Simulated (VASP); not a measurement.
Data:

```xyz
2
Lattice="2.3128 0.0000 0.0000 0.0000 2.3128 0.0000 0.0000 0.0000 2.3128" Properties=species:S:1:pos:R:3 pbc="T T T"
B      0.0000     0.0000     0.0000
N      1.1564     1.1564     1.1564
```

Level of theory: r2SCAN meta-GGA, VASP's PBE PAW potentials (set 64) (plane waves; VASP 6.6.1). Run with 520 eV cut-off, 17×17×17 Γ-centred mesh, tetrahedra with Blöchl corrections, potentials B N.

Q: Give the energies of bands 2 to 7 at the high-symmetry points, in eV from the Fermi level.

A: 
| band | Γ | X | M | R |
|---|---|---|---|---|
| 2 | -2.22 | -13.47 | -9.95 | -5.15 |
| 3 | -2.22 | 0.55 | -9.95 | -5.15 |
| 4 | -2.22 | 0.55 | -3.79 | -5.15 |
| 5 | 1.68 | 4.70 | 1.71 | -1.35 |
| 6 | 12.20 | 7.68 | 9.33 | -1.35 |
| 7 | 12.20 | 7.68 | 9.33 | -1.35 |

It has no gap at this level: it comes out as a metal or semimetal.

The structure was generated: BN was put into the CsCl type (Pm-3m), which need not be its known phase. It was relaxed first, which changed the volume by +31 %.
